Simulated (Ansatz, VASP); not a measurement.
## TaTeSe (1T-TaSeTe monolayer) in two plane-wave programs

Aim: how closely do two programs agree when they are given the same cell, functional and k mesh? The structure shown is the start of the Ansatz relaxation below; VASP solves that cell, so the two are compared at the walk's first step.

Main program and level: Ansatz 0.2.0; plane waves, with VASP 6.6.1 beside it; single point at PBE with D3(BJ).

## 1. The starting structure

The cell holds 3 atoms: 1 Te, 1 Ta and 1 Se. Cell: a = 3.828 Å, b = 3.828 Å, c = 38.161 Å, α = 90.0°, β = 90.0°, γ = 120.0°. Vacuum lies along c.

## 2. Ansatz: relaxation, PBE with D3(BJ)

Ansatz runs on its default PAW (the set named soft_2) files.

The two programs are compared at the cell with which this relaxation starts, whose forces are those of its first step.

Input file input.yaml:

```yaml
crystal:
  lattice:
    - [3.827645, 0.0, 0.0]
    - [-1.9138225, 3.3148378067, 0.0]
    - [0.0, 0.0, 38.1605983637]
  atoms:
    - { symbol: Te, position: [0.6666666667, 0.3333333333, 0.453347189] }
    - { symbol: Ta, position: [0.0, 0.0, 0.5037622936], spin: 1.0 }
    - { symbol: Se, position: [0.3333333333, 0.6666666667, 0.546652811] }
  periodic: [true, true, false]
magnetization:
  spin_polarized: true
kpoints:
  mp_grid: { grid: [12, 12, 1] }
hamiltonian:
  xc: pbe
  dispersion: d3bj
scf:
  occupations: { method: fermi_dirac, width: 0.05 }
  convergence: { dr2_threshold: 1.0e-09 }
relax:
  f_tol: 0.004
  max_steps: 90
  cell: {}
output:
  write_potential: true
  write_density: true
  volumetric_format: npy
```

Command:

```
$ ansatz run input.yaml --threads 2 --pin off --max-ram 3072MiB --backend cpu --events-out ev --progress --plain --runs-dir out
```

Numbers of over 12 decimals in the logs are rounded to 6 here.

What it wrote:

```text
Warning: relax.cell: scf.convergence.dr2_threshold = 1e-9 eV is looser than the 1.6314116076e-10 eV advised for a relaxation that steers and ends on the stress (1e-10 eV for each atom of the cell: 3, times the square of relax.cell.stress_2d_tol = 0.05 N/m over 13.6 Å (the atoms' height at the walk's start and 5 Å past either face), 3.687e-2 GPa, over a crystal's default 0.05). What an SCF threshold leaves in a stress goes as its square root, and in the free energy as the threshold itself, and one threshold admits the most on a small cell: [figures from the program's tests cut] Set scf.convergence.dr2_threshold to 1.6314116076e-10 eV or tighter. [rest of the remark cut]
Engine: ansatz 0.2.0, x86_64-unknown-linux-gnu
Pseudopotentials: kind: paw
Pseudopotential: Te, paw, valence charge 16, recommended cutoff 420 eV (normal), Te.paw.azcp
Pseudopotential: Ta, paw, valence charge 13, recommended cutoff 420 eV (normal), Ta.paw.azcp
Pseudopotential: Se, paw, valence charge 16, recommended cutoff 420 eV (normal), Se.paw.azcp
Functional definition: PBE
  parameter kappa = 0.804
  parameter beta = 0.066725
  exchange = pbe_x(kappa = kappa, mu = beta*pi^2/3)
  correlation = pbe_c(beta = beta)
Crystal: 3 atoms, lattice volume = 484.183 Å³
Basis set: ecut = 420 eV, 9451 PW (Γ), exchange–correlation on 54×54×512 points (8 copies of the dense FFT grid, shifted against one another)
Bands: 28, of which v1, the nominal top of the filled ones, is band 23 counted from 1 (22 counted from 0)
Symmetry: 6 space group operations
Space group: P3m1 (ITA 156), of the structure as read, at distance tolerance 7.9e-5 Å
Magnetic group: BNS 156.49 (UNI 1279), of the structure as read, at distance tolerance 7.9e-5 Å
k-points: 19 of 144 (time reversal used)
Non-local potential: Te, projectors of the file, l = 0: 2, l = 1: 2, l = 2: 2, l = 3: 2
Non-local potential: Ta, projectors of the file, l = 0: 3, l = 1: 2, l = 2: 2, l = 3: 1
Non-local potential: Se, projectors of the file, l = 0: 2, l = 1: 2, l = 2: 3, l = 3: 1
PAW form: soft (Blöchl's): semilocal exchange-correlation on the pseudo side does not see the compensation charge
PAW one-centre angular grid: Te, 590 points (default); XC on 64 Gauss nodes
PAW one-centre angular grid: Ta, 590 points (default); XC on 64 Gauss nodes
PAW one-centre angular grid: Se, 590 points (default); XC on 64 Gauss nodes
Initial density: superposition of atomic densities (neutral atoms: chi_scale 0, normalization atom)
Starting moments: Σ|m| = 1 μB on 1 of 3 sites
Initial wavefunctions: pseudopotential atomic-orbital guess
Functional: x = pbe(κ = 0.804, μ = 0.219515), c = pbe(β = 0.066725)
SCF iter   1: F=—  HF=-22383.635191 eV  |F-HF|=—  |Δ(HF+E_count)|=         —  Δρ=7.75e-3 (↑7.75e-3 ↓6.26e-3)  dr2=1.43e0  dr2_m=2.39e-2  M=0.591 μB ∫|m|=0.790 μB  β_m=0.30  ethr=3.10e-3  ⟨swp⟩=15.3  Hψ=6933  notcnv=0
Mixer restart at iter 1: flushing history
preconditioner: auto → LDOS  [metal: Δε(μ)=0.036 eV  Ē_g=7.602 eV  σ=0.050 eV  W_gap=0.18  n_scr=22 (ndim 8)  ℏωp=7.0 eV  f_vac=0.796  D(μ)=2.11/eV (n_scr^D=10)]
spin=Collinear: LDOS preconditioning applied to the charge; magnetization (m = ρ↑ − ρ↓) channel mixes plain (no charge-response kernel on spin).
SCF iter   2: F=—  HF=-22383.430418 eV  |F-HF|=—  |Δ(HF+E_count)|=   2.05e-1  Δρ=5.42e-3 (↑5.42e-3 ↓4.35e-3)  dr2=6.10e-1  dr2_m=1.34e-2  M=0.553 μB ∫|m|=0.757 μB  β_m=0.55  ethr=3.10e-3  ⟨swp⟩=2.2  Hψ=1738  notcnv=0  defer=10
SCF iter   3: F=—  HF=-22383.335992 eV  |F-HF|=—  |Δ(HF+E_count)|=   9.44e-2  Δρ=1.49e-3 (↑1.49e-3 ↓1.20e-3)  dr2=2.03e-2  dr2_m=2.31e-3  M=0.441 μB ∫|m|=0.645 μB  β_m=0.58  ethr=1.35e-3  ⟨swp⟩=4.1  Hψ=2091  notcnv=0  defer=11
SCF iter   4: F=—  HF=-22383.356517 eV  |F-HF|=—  |Δ(HF+E_count)|=         —  Δρ=1.45e-3 (↑1.45e-3 ↓1.26e-3)  dr2=1.63e-3  dr2_m=7.53e-3  M=0.273 μB ∫|m|=0.433 μB  β_m=0.58  ethr=4.51e-5  ⟨swp⟩=3.5  Hψ=2493  notcnv=0  defer=9
SCF iter   5: F=—  HF=-22383.359434 eV  |F-HF|=—  |Δ(HF+E_count)|=   2.92e-3  Δρ=9.31e-4 (↑9.31e-4 ↓8.97e-4)  dr2=2.79e-4  dr2_m=3.61e-3  M=0.225 μB ∫|m|=0.357 μB  β_m=0.66  ethr=3.62e-6  ⟨swp⟩=3.1  Hψ=1978  notcnv=0  defer=9
SCF iter   6: F=—  HF=-22383.362956 eV  |F-HF|=—  |Δ(HF+E_count)|=   3.52e-3  Δρ=4.33e-4 (↑4.33e-4 ↓3.81e-4)  dr2=9.28e-5  dr2_m=7.31e-4  M=0.132 μB ∫|m|=0.207 μB  β_m=0.89  ethr=6.20e-7  ⟨swp⟩=4.1  Hψ=2638  notcnv=0  defer=9
[...]
Basis set: ecut = 420 eV, 8041 PW (Γ), exchange–correlation on 48×48×512 points (8 copies of the dense FFT grid, shifted against one another)
Initial wavefunctions: pseudopotential atomic-orbital guess (no wavefunctions were taken with the density)
iter 1 solved again at ethr=3.25e-7 eV; its pass at ethr=3.10e-3 eV (dr2=1.46e-4 eV) is discarded
SCF iter   1: F=—  HF=-22383.921190 eV  |F-HF|=—  |Δ(HF+E_count)|=         —  Δρ=2.41e-5 (↑2.41e-5 ↓2.41e-5)  dr2=1.20e-6  dr2_m=7.36e-11  M=0.000 μB ∫|m|=0.000 μB  β_m=0.65  ethr=3.25e-7  ⟨swp⟩=7.2  Hψ=11918  notcnv=0
preconditioner: auto → LDOS  [metal: Δε(μ)=0.046 eV  Ē_g=8.141 eV  σ=0.050 eV  W_gap=0.23  n_scr=18 (ndim 8)  ℏωp=7.5 eV  f_vac=0.801  D(μ)=1.98/eV (n_scr^D=10)]
spin=Collinear: LDOS preconditioning applied to the charge; magnetization (m = ρ↑ − ρ↓) channel mixes plain (no charge-response kernel on spin).
SCF iter   2: F=—  HF=-22383.921272 eV  |F-HF|=—  |Δ(HF+E_count)|=   8.18e-5  Δρ=8.44e-6 (↑8.44e-6 ↓8.44e-6)  dr2=2.24e-7  dr2_m=3.94e-11  M=0.000 μB ∫|m|=0.000 μB  β_m=0.52  ethr=2.66e-9  ⟨swp⟩=3.7  Hψ=2421  notcnv=0
SCF iter   3: F=—  HF=-22383.921272 eV  |F-HF|=—  |Δ(HF+E_count)|=   3.18e-7  Δρ=3.25e-6 (↑3.25e-6 ↓3.23e-6)  dr2=2.30e-8  dr2_m=2.27e-11  M=0.000 μB ∫|m|=0.000 μB  β_m=0.59  ethr=4.99e-10  ⟨swp⟩=2.8  Hψ=2226  notcnv=0
SCF iter   4: F=—  HF=-22383.921272 eV  |F-HF|=—  |Δ(HF+E_count)|=   8.17e-8  Δρ=5.14e-7 (↑5.14e-7 ↓5.07e-7)  dr2=1.77e-9  dr2_m=9.00e-12  M=0.000 μB ∫|m|=0.000 μB  β_m=0.67  ethr=5.10e-11  ⟨swp⟩=3.2  Hψ=2262  notcnv=0
SCF iter   5: F=-22383.921272 eV  HF=-22383.921272 eV  |F-HF|=9.50e-10  |Δ(HF+E_count)|=   3.67e-9  Δρ=1.02e-7 (↑9.06e-8 ↓1.02e-7)  dr2=4.99e-10  dr2_m=2.62e-12  M=0.000 μB ∫|m|=0.000 μB  ethr=2.22e-12  ⟨swp⟩=13.3  Hψ=8781  notcnv=0
the starting moments were not kept: the SCF closed with an absolute magnetisation of 1.1e-5 μB, where they sum to 1 μB in size (1 site). That is at most 0.1 of that sum. Measured as dr2_m measures the in/out step, that magnetisation stands 1.5e-11 eV from none, at or under the dr2_threshold of 1.0e-9 eV: it is no larger than a step whose dr2_m would equal this threshold.
SCF 7 converged in 5 iterations: F = -22383.921272 eV  dr2 = 4.99e-10
relax step   7: F+E_penalty+E_count = -22383.92127242 eV  Δ(F+E_penalty+E_count) = +1.335e-3 eV  max|allowed force component| = 2.823e-4 eV/Å  Δτ_max = 0.0000 Å  P = -0.014 N/m  Ω = 416.532 Å³  fix = [c, alpha, beta]  reactions: c -0.000 N/m  stress off target by 1.41e-2 N/m on what of the cell is left free  SCF on the basis re-selected at this cell (its energy is not comparable with the rows above)  (5 SCF iters)
basis re-selected at this cell: Δ(F+E_penalty+E_count) = +1.335e-3 eV, ΔP = -0.010 N/m vs the last step (what re-selecting the basis moved, of the pressure what is left beyond the Pulay correction that the steps carried, after the strain that the cell walked since its last selection, with what the two solves' SCF thresholds leave and, on support functions, any second-order correction that the steps lacked; it is no measure of the basis error at this ecutwfc). The dense FFT grid was sized anew with the basis: this SCF ran on 24×24×256 points, the steps before it on 27×27×256, so part of this shift can come from that change (see relax.cell in the input reference). [rest of the remark cut]
WARN: The input density's exchange-correlation potential varies sharply where the density is thin. Do not read a vacuum level from v_tot or v_xc, or from such a field of the output density. On a cell that repeats whose density bears no net charge and no dipole along the vacuum's axis use v_es (v_loc + v_h of the components); under efield.dipole_correction with no amplitude use v_es + v_field, which holds any external [...]
SCF converged after 5 iterations
Magnetization: 0.0000 μB (22.5000 up, 22.5000 down)
Absolute magnetization: 0.0000 μB (∫|ρ↑−ρ↓|, with the PAW one-centre terms)
Spin contamination: 0.0000 ħ² per cell (⟨S²⟩ above its minimum at these occupations)
Per-site moments (μB) at R_I (Å): [(-6.544533946970336e-7, 1.152489), (5.265781882661227e-6, 1.072439), (-1.1802627456517882e-8, 1.072439)]
Free energy (F): -22383.921272 eV
Harris-Foulkes:  -22383.921272 eV  (|F-HF|=9.50e-10)
Internal energy: -22383.904829 eV  (E = F + TS)
E sigma→0 (E₀):  -22383.913051 eV
Entropy (-TS):   -0.016444 eV (-5.481 meV/atom)
Fermi energy:    -4.417000 eV
--- Per-component energies (eV) ---
  E_band       = -1485.873352
  E_kinetic    = 665.611313
  E_local      = -134206.955787  (includes V_loc(G=0)·N_el)
  E_nonlocal   = -891.549837
  E_hartree    = 66814.152457
  E_xc         = -447.313536
  E_vxc        = -406.828922  (∫ρ·V_xc dr)
  E_paw        = -14970.507032  (= ΣΔE_a)
  E_vpaw       = -274.452030  (= ΣTr[D̂ρ^β])
  E_aug_tail   = -0.000608  (compensation charges beyond the density's cutoff)
  E_ewald      = 60653.680256
  E_disp       = -1.022055  (pairwise vdW)
  E_smearing   = -0.016444  (= −TS)
  E_closure    = -0.000000  (closes the sum)
  Σ components = -22383.921272   (vs F -22383.921272, Δ=0.00e0)
--- Forces (eV/Å), atoms counted from 1 ---
  atom   1  Te    -0.00000000    -0.00000000     0.00004677
  atom   2  Ta     0.00000000     0.00000000     0.00023739
  atom   3  Se     0.00000000     0.00000000    -0.00028137
  max |Σ_I F_I| component: 2.79e-6 eV/Å
--- 2D stress c σ (N/m, compression-positive) ---
       -0.014140       0.000000       0.000000
        0.000000      -0.014140       0.000000
        0.000000       0.000000      -0.000000
  P = ½ c Tr σ = -0.0141 N/m
--- Band table (eV; the first three rows and the last of 38) ---
  k-point 0 ↑: bands = [... 19 lower, -7.0256, -4.3891, -4.2222, -4.2222, -3.7675, -3.7675, -1.0002, -0.3992, ... 1 higher]
  k-point 1 ↑: bands = [... 19 lower, -6.6426, -5.0699, -4.6567, -4.3709, -3.5082, -3.3511, -0.9733, -0.7897, ... 1 higher]
  k-point 2 ↑: bands = [... 19 lower, -6.6189, -6.1908, -5.1405, -4.5533, -3.3218, -2.9305, -1.5414, -0.6116, ... 1 higher]
  k-point 18 ↓: bands = [... 19 lower, -7.8390, -7.6519, -7.4198, -3.3158, -3.0677, -3.0558, -0.9074, -0.4039, ... 1 higher]
  the weakly bound empty levels are not read free of the cell's end (no_gap_told)
--- Relaxed structure (6 steps of the walk, 6 accepted, 1 SCFs on fresh bases) ---
  F+E_penalty+E_count = -22383.92127242 eV   max|allowed force component| = 2.823e-4 eV/Å   (the final SCF, on the basis selected at the relaxed cell)
  cell:  # Å, volume = 416.5319 Å³
    - [3.550187, 0, 0]
    - [-1.775094, 3.074552, 0]
    - [0, 0, 38.1605983637]
  atoms:
    - { symbol: Te, position: [0.666667, 0.333333, 0.454115] }
    - { symbol: Ta, position: [-1.125170679061422e-19, 0, 0.503868] }
    - { symbol: Se, position: [0.333333, 0.666667, 0.545779] }
```

(Part 1 of 2 ends here.)

[Lines on the potential files, build, host, timing and source positions are cut from VASP's logs without a mark.]

[Logs are printed without paths, hosts, clocks, repeated set-up lines and the standing remarks that a program may print on its own settings, such as how far it seeks lower states.]

[Hosts, paths, dates, database ids (printed as entryN), source tags and the programs' standing remarks are cut or masked in the printed files.]
